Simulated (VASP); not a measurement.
Consider the following.

```
Al2O
1.0
    0.00000     2.80594     2.80594
    2.80594     0.00000     2.80594
    2.80594     2.80594     0.00000
O Al
1 2
Direct
  0.00000   0.00000   0.00000
  0.25000   0.25000   0.25000
  0.75000   0.75000   0.75000
```

The numbers are results of r2SCAN meta-GGA, VASP's PBE PAW potentials (set 64) (plane waves; VASP 6.6.1), not measurements. Run with 520 eV cut-off, 11×11×11 Γ-centred mesh, tetrahedra with Blöchl corrections, potentials O Al.

Give the energies of bands 3 to 9 at the high-symmetry points, in eV from the Fermi level.

| band | Γ | X | U | L | W |
|---|---|---|---|---|---|
| 3 | -5.11 | -6.23 | -7.44 | -5.47 | -7.62 |
| 4 | -5.11 | -6.23 | -5.99 | -5.47 | -6.63 |
| 5 | -5.11 | -3.13 | -2.30 | -4.36 | -1.01 |
| 6 | 1.66 | -1.49 | -0.72 | -0.20 | -0.21 |
| 7 | 1.66 | 0.45 | 0.22 | 1.79 | -0.14 |
| 8 | 1.66 | 2.68 | 2.06 | 1.79 | -0.14 |
| 9 | 5.59 | 2.68 | 2.58 | 5.00 | 4.80 |

It has no gap at this level: it comes out as a metal or semimetal.

The structure comes from a measured Al2O entry (Fm-3m) of the Crystallography Open Database, whose conditions weren't checked. It was relaxed first, which changed the volume by +43 %.
